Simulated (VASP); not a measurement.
The system is InAs.

```xyz
2
Lattice="0.0000 3.0180 3.0180 3.0180 0.0000 3.0180 3.0180 3.0180 0.0000" Properties=species:S:1:pos:R:3 pbc="T T T"
In    0.0000    0.0000    0.0000
As    1.5090    1.5090    1.5090
```

Base run:

- Program: VASP 6.6.1
- Functional: PBE
- Potentials or basis: VASP PAW PBE potentials, release 64 (In_d, As)
- Cutoff: 520 eV
- k mesh: 14 × 14 × 14
- Occupations: gaussian, width 0.02 eV
- Spin: no spin polarisation

Its results: band gap on the k mesh none (metal or under the smearing width); pressure 4.3 GPa.

Question: The run is repeated on the same cell with these changes: k mesh from 14 × 14 × 14 to 4 × 4 × 4. What comes out?

Answer: Band gap on the k mesh none (metal or under the smearing width); pressure 4.9 GPa.

Caveats: some runs use coarse meshes; this crystal is a semiconductor, whose small gap the functional closes, so the metal is an error of the method.
